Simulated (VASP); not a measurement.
Level of theory: r2SCAN meta-GGA, VASP's PBE PAW potentials (set 64) (plane waves; VASP).

A VASP calculation is set up with these files.

### INCAR
```
# general
SYSTEM =ScAl
PREC   =Accurate
ENCUT  =400
LREAL  =.False.
LASPH  =.True.

# electronic loop
EDIFF  =1E-6
NELM   =100
ALGO   =Normal
LMAXMIX=4
LMIXTAU=.True.

# smearing
ISMEAR =1
SIGMA  =0.1

# functional
METAGGA=R2SCAN

# ions
IBRION =2
NSW    =60
ISIF   =3
EDIFFG =-0.01

# output
LWAVE  =.False.
LCHARG =.False.
```

**KPOINTS**
```
Automatic mesh
0
Gamma
 9 9 9
```

**POSCAR**
```
ScAl
1
    0.0000000000     3.1428000000     3.1428000000
    3.1428000000     0.0000000000     3.1428000000
    3.1428000000     3.1428000000     0.0000000000
Sc Al
1 1
Direct
  0.0000000000   0.0000000000   0.0000000000
  0.5000000000   0.5000000000   0.5000000000
```

POTCAR, in this order: Sc_sv Al (PBE.64 set). Program: vasp_std.

What VASP printed:

**OUTCAR**
```
 ion  position               nearest neighbor table
   1  0.000  0.000  0.000-   2 3.14   2 3.14   2 3.14   2 3.14   2 3.14   2 3.14
   2  0.500  0.500  0.500-   1 3.14   1 3.14   1 3.14   1 3.14   1 3.14   1 3.14
  LATTYP: Found a face centered cubic cell.
 ALAT       =     6.2856000000
 Subroutine PRICEL returns:
 Original cell was already a primitive cell.
 Subroutine GETGRP returns: Found 48 space group operations
The static configuration has the point symmetry O_h .
The dynamic configuration has the point symmetry O_h .
 Subroutine INISYM returns: Found 48 space group operations
 Subroutine IBZKPT returns following result:
 Found     35 irreducible k-points:

 Following reciprocal coordinates:
            Coordinates               Weight
  0.000000  0.000000  0.000000      1.000000
  0.111111  0.000000  0.000000      8.000000
  0.222222  0.000000  0.000000      8.000000
  0.333333  0.000000  0.000000      8.000000
  0.444444  0.000000  0.000000      8.000000
  0.111111  0.111111  0.000000      6.000000
  0.222222  0.111111  0.000000     24.000000
  0.333333  0.111111  0.000000     24.000000
  0.444444  0.111111  0.000000     24.000000
 -0.444444  0.111111  0.000000     24.000000
 -0.333333  0.111111  0.000000     24.000000
 -0.222222  0.111111  0.000000     24.000000
 -0.111111  0.111111  0.000000     12.000000
  0.222222  0.222222  0.000000      6.000000
  0.333333  0.222222  0.000000     24.000000
  0.444444  0.222222  0.000000     24.000000
 -0.444444  0.222222  0.000000     24.000000
 -0.333333  0.222222  0.000000     24.000000
 -0.222222  0.222222  0.000000     12.000000
  0.333333  0.333333  0.000000      6.000000
  0.444444  0.333333  0.000000     24.000000
 -0.444444  0.333333  0.000000     24.000000
 -0.333333  0.333333  0.000000     12.000000
  0.444444  0.444444  0.000000      6.000000
 -0.444444  0.444444  0.000000     12.000000
  0.333333  0.222222  0.111111     24.000000
  0.444444  0.222222  0.111111     48.000000
 -0.444444  0.222222  0.111111     48.000000
  0.444444  0.333333  0.111111     24.000000
 -0.444444  0.333333  0.111111     48.000000
 -0.333333  0.333333  0.111111     48.000000
 -0.222222  0.333333  0.111111     24.000000
 -0.444444  0.444444  0.111111     24.000000
 -0.333333  0.444444  0.111111     24.000000
 -0.333333  0.444444  0.222222     24.000000
   k-points           NKPTS =     35   k-points in BZ     NKDIM =     35   number of bands    NBANDS=     11
   number of dos      NEDOS =    301   number of ions     NIONS =      2
   total plane-waves  NPLWV =  27000
   dimension x,y,z NGX =    30 NGY =   30 NGZ =   30
   dimension x,y,z NGXF=    60 NGYF=   60 NGZF=   60
   ions per type =               1   1
   PREC   = accura    normal or accurate (medium, high low for compatibility)
   ISTART =      0    job   : 0-new  1-cont  2-samecut
   ICHARG =      2    charge: 1-file 2-atom 10-const
   ISPIN  =      1    spin polarized calculation?
   LNONCOLLINEAR =      F non collinear calculations
   LSORBIT =      F    spin-orbit coupling
   INIWAV =      1    electr: 0-lowe 1-rand  2-diag
   ENCUT  =  400.0 eV  29.40 Ry    5.42 a.u.   7.25  7.25  7.25*2*pi/ulx,y,z
   NELM   =    100;   NELMIN=  2; NELMDL= -5     # of ELM steps
   EDIFF  = 0.1E-05   stopping-criterion for ELM
   LREAL  =      F    real-space projection
   NLSPLINE    = F    spline interpolate recip. space projectors
   LMAXMIX     =    4 max onsite mixed and CHGCAR
   VOSKOWN=      0    Vosko Wilk Nusair interpolation
   EDIFFG = -.1E-01   stopping-criterion for IOM
   NSW    =     60    number of steps for IOM
   NBLOCK =      1;   KBLOCK =     60    inner block; outer block
   IBRION =      2    ionic relax: 0-MD 1-quasi-New 2-CG
...
```

**OSZICAR**
```
       N       E                     dE             d eps       ncg     rms          rms(c)
DAV:   1     0.612407988350E+02    0.61241E+02   -0.56765E+03   794   0.958E+02
DAV:   2    -0.185591711269E+02   -0.79800E+02   -0.78335E+02   795   0.334E+02
DAV:   3    -0.212246366020E+02   -0.26655E+01   -0.25822E+01  1272   0.578E+01
DAV:   4    -0.212794886113E+02   -0.54852E-01   -0.54328E-01  1201   0.558E+00
DAV:   5    -0.212809301848E+02   -0.14416E-02   -0.14365E-02  1143   0.977E-01    0.668E+00
DAV:   6    -0.169558772790E+02    0.43251E+01   -0.73180E+00  1280   0.395E+01    0.227E+00
DAV:   7    -0.171600936588E+02   -0.20422E+00   -0.51078E-01   947   0.697E+00    0.116E+00
DAV:   8    -0.171617913398E+02   -0.16977E-02   -0.10630E+00  1302   0.656E+00    0.911E-01
DAV:   9    -0.170295818849E+02    0.13221E+00   -0.63640E-01  1297   0.731E+00    0.268E-01
DAV:  10    -0.171031005750E+02   -0.73519E-01   -0.14617E-01   807   0.378E+00    0.200E-01
DAV:  11    -0.171050898604E+02   -0.19893E-02   -0.69529E-03  1254   0.110E+00    0.909E-02
DAV:  12    -0.171084471069E+02   -0.33572E-02   -0.22600E-03  1494   0.546E-01    0.620E-02
DAV:  13    -0.171110914087E+02   -0.26443E-02   -0.30005E-03   812   0.606E-01    0.264E-02
DAV:  14    -0.171109483327E+02    0.14308E-03   -0.19200E-04  1294   0.151E-01    0.186E-02
DAV:  15    -0.171109853499E+02   -0.37017E-04   -0.40162E-06   996   0.214E-02    0.191E-02
DAV:  16    -0.171109618355E+02    0.23514E-04   -0.19149E-04  1416   0.166E-01    0.328E-02
DAV:  17    -0.171111063110E+02   -0.14448E-03   -0.41243E-04  1389   0.208E-01    0.211E-02
DAV:  18    -0.171111062927E+02    0.18249E-07   -0.12329E-05   908   0.267E-02    0.143E-02
DAV:  19    -0.171111066612E+02   -0.36852E-06   -0.15225E-06   790   0.147E-02
   1 F= -.17111107E+02 E0= -.17109796E+02  d E =-.171111E+02
       N       E                     dE             d eps       ncg     rms          rms(c)
DAV:   1    -0.265587510778E+02   -0.94476E+01   -0.24951E+02   803   0.261E+02    0.196E+01
DAV:   2    -0.186074799759E+02    0.79513E+01   -0.18007E+01  1102   0.731E+01    0.718E+00
DAV:   3    -0.178722783854E+02    0.73520E+00   -0.63097E+00  1212   0.337E+01    0.297E+00
DAV:   4    -0.178569124726E+02    0.15366E-01   -0.14051E-01  1260   0.442E+00    0.253E+00
DAV:   5    -0.178178698412E+02    0.39043E-01   -0.39320E-02   942   0.148E+00    0.187E+00
DAV:   6    -0.177634620732E+02    0.54408E-01   -0.51253E-01  1327   0.585E+00    0.109E+00
DAV:   7    -0.177660040544E+02   -0.25420E-02   -0.90581E-03  1035   0.114E+00    0.812E-01
DAV:   8    -0.177649918050E+02    0.10122E-02   -0.57509E-03  1243   0.910E-01    0.221E-01
DAV:   9    -0.177655598355E+02   -0.56803E-03   -0.17872E-03  1188   0.565E-01    0.140E-01
DAV:  10    -0.177654734909E+02    0.86345E-04   -0.10287E-04  1352   0.122E-01    0.111E-01
DAV:  11    -0.177655335992E+02   -0.60108E-04   -0.32392E-05  1163   0.714E-02    0.189E-02
DAV:  12    -0.177654981822E+02    0.35417E-04   -0.20680E-05  1170   0.790E-02    0.190E-02
DAV:  13    -0.177655088869E+02   -0.10705E-04   -0.28697E-06   824   0.215E-02    0.745E-03
DAV:  14    -0.177655053557E+02    0.35312E-05   -0.22500E-07   478   0.850E-03    0.157E-03
DAV:  15    -0.177655067703E+02   -0.14147E-05   -0.34140E-07   445   0.696E-03    0.110E-03
DAV:  16    -0.177655064358E+02    0.33456E-06   -0.51722E-08   436   0.467E-03
   2 F= -.17765506E+02 E0= -.17764341E+02  d E =-.654400E+00
       N       E                     dE             d eps       ncg     rms          rms(c)
DAV:   1    -0.178741445216E+02   -0.10864E+00   -0.28445E+00  1050   0.286E+01    0.224E+00
DAV:   2    -0.177765905351E+02    0.97554E-01   -0.32585E-01  1171   0.932E+00    0.546E-01
DAV:   3    -0.177741856850E+02    0.24049E-02   -0.10845E-02  1413   0.139E+00    0.255E-01
DAV:   4    -0.177716931269E+02    0.24926E-02   -0.73265E-03   921   0.677E-01    0.854E-02
DAV:   5    -0.177727908222E+02   -0.10977E-02   -0.23414E-03  1013   0.544E-01    0.350E-02
DAV:   6    -0.177729216642E+02   -0.13084E-03   -0.84096E-04  1021   0.426E-01    0.303E-02
DAV:   7    -0.177730385582E+02   -0.11689E-03   -0.21901E-04   960   0.222E-01    0.761E-03
DAV:   8    -0.177730434244E+02   -0.48661E-05   -0.42792E-06   885   0.272E-02    0.221E-03
DAV:   9    -0.177730435106E+02   -0.86236E-07   -0.59755E-07   490   0.903E-03
   3 F= -.17773044E+02 E0= -.17771781E+02  d E =-.661937E+00
       N       E                     dE             d eps       ncg     rms          rms(c)
DAV:   1    -0.177782621515E+02   -0.52187E-02   -0.15054E-01  1050   0.660E+00    0.522E-01
DAV:   2    -0.177730328983E+02    0.52293E-02   -0.19106E-02  1174   0.224E+00    0.120E-01
DAV:   3    -0.177729265639E+02    0.10633E-03   -0.44387E-04  1412   0.263E-01    0.589E-02
DAV:   4    -0.177728257169E+02    0.10085E-03   -0.33338E-04   857   0.146E-01    0.183E-02
DAV:   5    -0.177728524996E+02   -0.26783E-04   -0.11525E-04   966   0.125E-01    0.746E-03
DAV:   6    -0.177728823862E+02   -0.29887E-04   -0.41475E-05   959   0.912E-02    0.591E-03
DAV:   7    -0.177728799177E+02    0.24686E-05   -0.10676E-05   923   0.482E-02    0.120E-03
DAV:   8    -0.177728810617E+02   -0.11440E-05   -0.21404E-07   397   0.593E-03    0.416E-04
DAV:   9    -0.177728812343E+02   -0.17261E-06   -0.51159E-08   394   0.358E-03
   4 F= -.17772881E+02 E0= -.17771580E+02  d E =-.661775E+00
       N       E                     dE             d eps       ncg     rms          rms(c)
DAV:   1    -0.177773546886E+02   -0.44736E-02   -0.11882E-01  1061   0.586E+00    0.466E-01
DAV:   2    -0.177731992941E+02    0.41554E-02   -0.16497E-02  1187   0.205E+00    0.104E-01
DAV:   3    -0.177731378435E+02    0.61451E-04   -0.26366E-04  1276   0.195E-01    0.528E-02
DAV:   4    -0.177729986075E+02    0.13924E-03   -0.22110E-04   839   0.122E-01    0.142E-02
DAV:   5    -0.177730603715E+02   -0.61764E-04   -0.80721E-05   871   0.105E-01    0.676E-03
DAV:   6    -0.177730504943E+02    0.98772E-05   -0.35519E-05   886   0.812E-02    0.558E-03
DAV:   7    -0.177730628145E+02   -0.12320E-04   -0.66408E-06   946   0.374E-02    0.762E-04
DAV:   8    -0.177730629688E+02   -0.15432E-06   -0.26329E-07   394   0.593E-03
   5 F= -.17773063E+02 E0= -.17771796E+02  d E =-.181734E-03
```

**OUTCAR**
```
------------------------ aborting loop because EDIFF is reached ----------------------------------------
  FORCE on cell =-STRESS in cart. coord.  units (eV):
  Direction    XX          YY          ZZ          XY          YZ          ZX
  --------------------------------------------------------------------------------------
  Total       -0.0139351     -0.0139351     -0.0139351      0.0000000      0.0000000     -0.0000000
  in kB       -0.4938775     -0.4938775     -0.4938775      0.0000000      0.0000000     -0.0000000
  external PRESSURE =      -0.4938775 kB  Pullay stress =       0.0000000 kB
  volume of cell :       45.21
      direct lattice vectors                 reciprocal lattice vectors
    -0.000000000  2.827421089  2.827421089    -0.176839595  0.176839595  0.176839595
     2.827421089 -0.000000000  2.827421089     0.176839595 -0.176839595  0.176839595
     2.827421089  2.827421089 -0.000000000     0.176839595  0.176839595 -0.176839595
 POSITION                                       TOTAL-FORCE (eV/Angst)
 -----------------------------------------------------------------------------------
      0.00000      0.00000     -0.00000        -0.000000      0.000000     -0.000000
      2.82742      2.82742      2.82742         0.000000     -0.000000      0.000000
 -----------------------------------------------------------------------------------
    total drift:                               -0.000000      0.000000      0.000000
  FREE ENERGIE OF THE ION-ELECTRON SYSTEM (eV)
  ---------------------------------------------------
  free  energy   TOTEN  =       -17.7730629688 eV

  energy  without entropy=      -17.7692632863  energy(sigma->0) =      -17.77179641

 reached required accuracy - stopping structural energy minimisation
```
(Selected blocks of OUTCAR.)

CONTCAR:
```
ScAl
   1.00000000000000
    -0.0000000000000000    2.8274210887844569    2.8274210887844569
     2.8274210887844569   -0.0000000000000000    2.8274210887844569
     2.8274210887844569    2.8274210887844569   -0.0000000000000000
  Sc              Al
     1     1
Direct
     0.0000000000000000    0.0000000000000000    0.0000000000000000
     0.5000000000000000    0.5000000000000000    0.5000000000000000
```

Energy and stress use the plane-wave basis of the starting cell.

The structure was generated: ScAl was put into the rock salt type (Fm-3m), which need not be its known phase. This run relaxes it. Symmetry was kept, so distortions that lower it aren't found.
